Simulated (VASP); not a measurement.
Level of theory: PBE GGA with D3 dispersion (Becke-Johnson damping), VASP's PBE PAW potentials (set 64) (plane waves; VASP).

VASP ran on this input.

### KPOINTS
```
Automatic mesh
0
Gamma
  6 6 6
```

### INCAR
```
# general
SYSTEM  = KI
PREC    = Accurate
ENCUT   = 520   # plane-wave cut-off (eV)
LREAL   = .FALSE.
LASPH   = .TRUE.   # aspherical one-centre terms

# electronic loop
EDIFF   = 1E-6   # SCF stop (eV)
NELM    = 100
ALGO    = Normal   # blocked Davidson
LMAXMIX = 4   # l cut-off of mixed one-centre charges

# smearing
ISMEAR  = 0
SIGMA   = 0.05   # width (eV)

# functional
GGA     = PE
IVDW    = 12

# ions
IBRION  = 2   # conjugate gradients
NSW     = 60   # most ionic steps
ISIF    = 3
EDIFFG  = -0.01

# output
LWAVE   = .FALSE.
LCHARG  = .FALSE.
```

POSCAR:
```
KI
1
    0.0000000000     3.5350000000     3.5350000000
    3.5350000000     0.0000000000     3.5350000000
    3.5350000000     3.5350000000     0.0000000000
K I
1 1
Direct
  0.0000000000   0.0000000000   0.0000000000
  0.5000000000   0.5000000000   0.5000000000
```

POTCAR, in this order: K_sv I (PBE.64 set). Program: vasp_std.

Output

### OSZICAR
```
       N       E                     dE             d eps       ncg     rms          rms(c)
DAV:   1     0.930014263468E+02    0.93001E+02   -0.66737E+03   384   0.114E+03
DAV:   2     0.139148426644E+00   -0.92862E+02   -0.88051E+02   476   0.251E+02
DAV:   3    -0.531872636616E+01   -0.54579E+01   -0.54388E+01   516   0.566E+01
DAV:   4    -0.563732472358E+01   -0.31860E+00   -0.31829E+00   692   0.110E+01
DAV:   5    -0.563812283921E+01   -0.79812E-03   -0.79809E-03   520   0.632E-01    0.304E+00
DAV:   6    -0.555516443396E+01    0.82958E-01   -0.12121E-01   480   0.220E+00    0.219E+00
DAV:   7    -0.555099978064E+01    0.41647E-02   -0.13382E-01   472   0.210E+00    0.806E-01
DAV:   8    -0.555635269039E+01   -0.53529E-02   -0.14844E-02   488   0.904E-01    0.109E-01
DAV:   9    -0.555680213019E+01   -0.44944E-03   -0.97752E-04   504   0.205E-01    0.675E-02
DAV:  10    -0.555701619651E+01   -0.21407E-03   -0.21619E-04   448   0.104E-01    0.216E-02
DAV:  11    -0.555703335313E+01   -0.17157E-04   -0.36338E-05   484   0.378E-02    0.120E-02
DAV:  12    -0.555703452464E+01   -0.11715E-05   -0.49478E-06   460   0.180E-02    0.118E-02
DAV:  13    -0.555703492980E+01   -0.40517E-06   -0.10302E-06   368   0.692E-03
   1 F= -.60098540E+01 E0= -.60098540E+01  d E =-.600985E+01
       N       E                     dE             d eps       ncg     rms          rms(c)
DAV:   1    -0.556685476755E+01   -0.98202E-02   -0.32139E-01   468   0.538E+00    0.753E-01
DAV:   2    -0.555564364049E+01    0.11211E-01   -0.25539E-02   496   0.149E+00    0.307E-01
DAV:   3    -0.555233067348E+01    0.33130E-02   -0.10370E-02   672   0.804E-01    0.243E-01
DAV:   4    -0.555244558953E+01   -0.11492E-03   -0.21493E-04   568   0.132E-01    0.928E-02
DAV:   5    -0.555246763140E+01   -0.22042E-04   -0.33243E-04   676   0.103E-01    0.203E-02
DAV:   6    -0.555246978654E+01   -0.21551E-05   -0.31931E-06   448   0.168E-02    0.108E-02
DAV:   7    -0.555247088663E+01   -0.11001E-05   -0.84186E-07   336   0.908E-03    0.115E-03
DAV:   8    -0.555247111738E+01   -0.23075E-06   -0.16651E-07   248   0.518E-03
   2 F= -.60114783E+01 E0= -.60114783E+01  d E =-.162425E-02
       N       E                     dE             d eps       ncg     rms          rms(c)
DAV:   1    -0.555894272753E+01   -0.64718E-02   -0.25775E-01   476   0.484E+00    0.675E-01
DAV:   2    -0.554997776574E+01    0.89650E-02   -0.20490E-02   488   0.134E+00    0.277E-01
DAV:   3    -0.554731142262E+01    0.26663E-02   -0.82905E-03   676   0.722E-01    0.219E-01
DAV:   4    -0.554740500362E+01   -0.93581E-04   -0.17288E-04   576   0.118E-01    0.833E-02
DAV:   5    -0.554742326885E+01   -0.18265E-04   -0.26853E-04   680   0.929E-02    0.182E-02
DAV:   6    -0.554742511026E+01   -0.18414E-05   -0.24138E-06   432   0.148E-02    0.968E-03
DAV:   7    -0.554742608280E+01   -0.97253E-06   -0.69712E-07   316   0.828E-03
   3 F= -.60120445E+01 E0= -.60120445E+01  d E =-.219050E-02
```

### OUTCAR
```
------------------------ aborting loop because EDIFF is reached ----------------------------------------
 Edisp (eV)   -0.46462
  FORCE on cell =-STRESS in cart. coord.  units (eV):
  Direction    XX          YY          ZZ          XY          YZ          ZX
  --------------------------------------------------------------------------------------
  Total      -0.01258    -0.01258    -0.01258     0.00000     0.00000     0.00000
  in kB      -0.23361    -0.23361    -0.23361     0.00000     0.00000     0.00000
  external pressure =       -0.23 kB  Pullay stress =        0.00 kB
  volume of cell :       86.29
      direct lattice vectors                 reciprocal lattice vectors
    -0.000000000  3.507363253  3.507363253    -0.142557233  0.142557233  0.142557233
     3.507363253 -0.000000000  3.507363253     0.142557233 -0.142557233  0.142557233
     3.507363253  3.507363253  0.000000000     0.142557233  0.142557233 -0.142557233
  FREE ENERGIE OF THE ION-ELECTRON SYSTEM (eV)
  ---------------------------------------------------
  free  energy   TOTEN  =        -6.0120445433 eV

  energy  without entropy=       -6.0120445433  energy(sigma->0) =       -6.01204454

 reached required accuracy - stopping structural energy minimisation
```
(Selected blocks of OUTCAR.)

CONTCAR:
```
KI
   1.00000000000000
    -0.0000000000000000    3.5073632531855456    3.5073632531855456
     3.5073632531855456   -0.0000000000000000    3.5073632531855456
     3.5073632531855456    3.5073632531855456    0.0000000000000000
  K               I
     1     1
Direct
     0.0000000000000000    0.0000000000000000    0.0000000000000000
     0.5000000000000000    0.5000000000000000    0.5000000000000000
```

Energy and stress use the plane-wave basis of the starting cell.

The compound is KI in the rock salt structure. This run relaxes it. Symmetry was kept, so distortions that lower it aren't found.
